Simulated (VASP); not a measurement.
Input:

```yaml
crystal:
  lattice:
    - [1.59153, -2.70053, 0.00000]
    - [1.59153, 2.70053, 0.00000]
    - [0.00000, 0.00000, 5.12082]
  atoms:
    - { symbol: Mg, position: [0.33333, 0.66667, 0.25000] }
    - { symbol: Mg, position: [0.69185, 0.35852, 0.75000] }
```

Method: PW91 GGA, VASP's PBE PAW potentials (set 64) (plane waves; VASP). Run with 400 eV cut-off, 12×12×7 Γ-centred mesh, first-order Methfessel-Paxton smearing of 0.10 eV, potentials Mg.

**Question.** Predict the energy per atom (σ→0), pressure, largest force, band gap (on the k-mesh) with the smallest direct gap where there is one.

**Answer.** 
```
Property                                                     Value
------------------------  ----------------------------------------
band gap (on the k-mesh)  none (metal, semimetal or under 0.01 eV)
energy per atom (σ→0)                               -1.472 eV/atom
pressure                                                 14.7 kbar
largest force                                      0.00123 Ha/bohr
```

Only differences to runs with the same potentials and settings are physical.

The compound is Mg in the hcp structure. The cell was not relaxed at this level, atoms are displaced from their ideal sites. The run is one of a series of settings (GGA = 91 against the base run), some of them coarse on purpose.
